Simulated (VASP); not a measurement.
A cell of GaNi (space group Pm-3m) near equilibrium:

```
CELL_PARAMETERS angstrom
      2.87406     0.00000     0.00000
      0.00000     2.87406     0.00000
      0.00000     0.00000     2.87406
ATOMIC_POSITIONS crystal
  Ga 0.00000 0.00000 0.00000
  Ni 0.50000 0.50000 0.50000
```

The numbers are results of r2SCAN meta-GGA, VASP's PBE PAW potentials (set 64) (plane waves; VASP), not measurements.

| run | ΔE (meV/atom) | σxx | σyy | σzz | largest shear component, with its sign (GPa) | largest force (eV/Å) |
|---|---|---|---|---|---|---|
| as it is | 0.0 | 0.93 | 0.93 | 0.93 | 0.00 | 0.000 |
| after one change | 17.9 | -8.03 | -8.50 | -8.50 | 0.00 | 0.000 |
Stress is in GPa, positive when the cell is compressed.

Q: What was changed between the two runs?
(A) isotropic strain of +3.0 %
(B) atom 1 (Ga) moved by 0.100 Å along z
(C) uniaxial strain of -1.5 % along y
(D) biaxial strain of +3.0 % in the yz plane

A: D, biaxial strain of +3.0 % in the yz plane

The structure comes from a computed database's GaNi entry (Pm-3m); how it stands against other phases isn't given here. The run is not spin-polarised, so no magnetic state was tried. The electron count is odd and the run is not spin-polarised, which forces a metal.
